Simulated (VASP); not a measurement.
Input:

```
NiO
1.0
    4.14941     2.07087     2.07087
    2.07087     4.14941     2.07087
    2.07087     2.07087     4.14941
Ni O
2 2
Direct
  0.00000   0.00000   0.00000
  0.50000   0.50000   0.50000
  0.25000   0.25000   0.25000
  0.75000   0.75000   0.75000
```
Starting moments (μB, in the order of the record's atoms Ni Ni O O): 1.3 -1.3 0.0 0.0.

Method: optB86b-vdW, VASP's PBE PAW potentials (set 64) (plane waves; VASP). Settings: 520 eV cut-off, 8×8×8 Γ-centred mesh, Gaussian smearing of 0.050 eV, potentials Ni O.

Question: Predict the cell moment, energy per atom (σ→0).

Answer: 
- cell moment = 0.00 μB
- energy per atom (σ→0) = -3.830 eV/atom

Question: Give the moment on each site (PAW-sphere projection).

Answer: 
| site | moment (μB) |
|---|---|
| Ni1 | 1.28 |
| Ni2 | -1.28 |
| O3 | 0.00 |
| O4 | 0.00 |

Only differences to runs with the same potentials and settings are physical.

The compound is NiO in the rock salt, AFM-II order structure. It was relaxed first. The start is the result of an earlier pass.
